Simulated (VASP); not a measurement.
```xyz
1
Lattice="-2.2052 2.2052 2.2052 2.2052 -2.2052 2.2052 2.2052 2.2052 -2.2052" Properties=species:S:1:pos:R:3 pbc="T T T"
Eu     0.0000     0.0000     0.0000
```

Method: PBE GGA, VASP's PBE PAW potentials (set 64) (plane waves; VASP). Run with 520 eV cut-off, 12×12×12 Γ-centred mesh, first-order Methfessel-Paxton smearing of 0.10 eV, potentials Eu_2.

The 4f electrons are frozen in the core of the lanthanide potential, so 4f levels, which can set the real gap, and their magnetism are missing.

**Question.** Estimate the energy per atom (σ→0), band gap (on the k-mesh) with the smallest direct gap where there is one.

**Answer.** 
The band gap (on the k-mesh) comes out as none (metal, semimetal or under 0.01 eV). The energy per atom (σ→0) is -1.860 eV/atom.

The absolute energy has meaning only against runs of the same code, potentials and settings.

The compound is Eu in the bcc structure. This cell is one point of a volume scan, at 0.97 of the reference volume.
